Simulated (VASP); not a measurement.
Set up this calculation in VASP 6.6.1, as the native input.

```yaml
Task: electrostatic potential
Functional: PBEsol
Potentials_or_basis: VASP PAW PBE potentials, release 64 (Ti_sv, N)
Cutoff: 520 eV
k_mesh: 18 × 18 × 18
Occupations: methfessel-paxton, width 0.1 eV
Spin: no spin polarisation
Further_INCAR_settings: ALGO = Normal; EDIFF = 1e-06
```

The structure of TiN lies in POSCAR:

```
TiN                                     
1.0
    0.0000000000      2.1027911663      2.1027911663
    2.1027911663      0.0000000000      2.1027911663
    2.1027911663      2.1027911663      0.0000000000
  Ti              N             
     1     1
Direct
     0.0000000000000000    0.0000000000000000    0.0000000000000000
     0.5000000000000000    0.5000000000000000    0.5000000000000000
```

The cell was built by a generator and needn't be a form met in nature.

These files were run (other wordings do the same):

INCAR

```
SYSTEM = TiN
PREC = Accurate ; ENCUT = 520
EDIFF = 1E-6 ; ISMEAR = 1
SIGMA = 0.1 ; LREAL = .FALSE.
LASPH = .TRUE. ; NELM = 100
ALGO = Normal ; ISIF = 2
LWAVE = .FALSE. ; LCHARG = .TRUE.
GGA = PS ; LVHAR = .TRUE.
```

KPOINTS

```
Automatic mesh
0
G
  18 18 18
  0 0 0
```

Potentials or basis: VASP PAW PBE potentials, release 64 (Ti_sv, N).

The run is started by

```bash
$ cat potpaw_PBE.64/Ti_sv/POTCAR potpaw_PBE.64/N/POTCAR > POTCAR
$ mpirun -np 1 vasp_std > vasp.out
```

Results of the run:

| Property | Result |
| --- | --- |
| Pressure | 0.1 GPa |
| Band gap on the k mesh | none (metal or under the smearing width) |

Caveat: the PAW data sets were made with another functional, which shifts forces and pressure a little.

Run time: 19 s on 1 thread of Intel(R) Xeon(R) 6975P-C (Granite Rapids), on a shared host, peak memory 0.17 GiB.
